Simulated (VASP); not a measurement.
The system is BN.

```
B N
1.0
     2.49824    0.00000    0.00000
    -1.24912    2.16354    0.00000
     0.00000    0.00000    6.63570
B N
2 2
Cartesian
  0.0000 1.4424 1.6589
  1.2491 0.7212 4.9768
  0.0000 1.4424 4.9768
  1.2491 0.7212 1.6589
```

```yaml
Program: VASP 6.6.1
Task: relaxation of cell and atoms
Functional: PBE
Dispersion: D3(BJ)
Potentials_or_basis: VASP PAW PBE potentials, release 64 (B, N)
Cutoff: 520 eV
k_mesh: 3 × 3 × 1
Occupations: gaussian, width 0.02 eV
Spin: no spin polarisation
```

At the start: pressure 3.0 GPa; volume 8.97 Å³/atom.

**Question.** How do energy, volume and symmetry change on relaxing?

**Answer.** Over 7 steps the energy falls by 4.2 meV/atom and the volume is 9.61 Å³/atom (+7.2 %); space group P6_3/mmc (No. 194, to 0.05 Å).

The path:
```
step  energy change (eV)  largest force (eV/Å)  pressure (GPa)  volume (Å³)
   1              0.0000                0.0000            2.98        35.87
   2              0.0042                0.0000           -3.65        36.74
   3             -0.0033                0.0000            0.26        36.21
   4             -0.0056                0.0000            0.23        36.40
   5             -0.0111                0.0000            0.16        36.98
   6             -0.0164                0.0000            0.05        38.13
   7             -0.0167                0.0000            0.01        38.45
```

Final structure:
```yaml
crystal:
  lattice:
    - [2.50613, 0.00000, 0.00000]
    - [-1.25307, 2.17037, 0.00000]
    - [0.00000, 0.00000, 7.06888]
  atoms:
    - { symbol: B, position: [0.33333, 0.66667, 0.25000] }
    - { symbol: B, position: [0.66667, 0.33333, 0.75000] }
    - { symbol: N, position: [0.33333, 0.66667, 0.75000] }
    - { symbol: N, position: [0.66667, 0.33333, 0.25000] }
```

Caveat: the k mesh is coarse (spacing up to 0.97 Å⁻¹), so the values aren't converged.
